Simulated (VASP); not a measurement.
Given:

```yaml
crystal:
  lattice:
    - [1.24178, -2.15083, 0.00000]
    - [1.24178, 2.15083, 0.00000]
    - [0.00000, 0.00000, 5.78786]
  atoms:
    - { symbol: B, position: [0.33333, 0.66667, 0.25000] }
    - { symbol: B, position: [0.66667, 0.33333, 0.75000] }
    - { symbol: N, position: [0.66667, 0.33333, 0.25000] }
    - { symbol: N, position: [0.33333, 0.66667, 0.75000] }
```

The numbers are results of r2SCAN meta-GGA, VASP's PBE PAW potentials (set 64) (plane waves; VASP), not measurements. Run with 620 eV cut-off, 10×10×4 Γ-centred mesh, Gaussian smearing of 0.050 eV, potentials B N.

Task: Estimate the energy per atom (σ→0), pressure.

Result: 
- energy per atom (σ→0) = -9.612 eV/atom
- pressure = 10.31 GPa

The absolute energy has meaning only against runs of the same code, potentials and settings.

The compound is BN in the hex structure. It was relaxed first under an external pressure of 10 GPa.
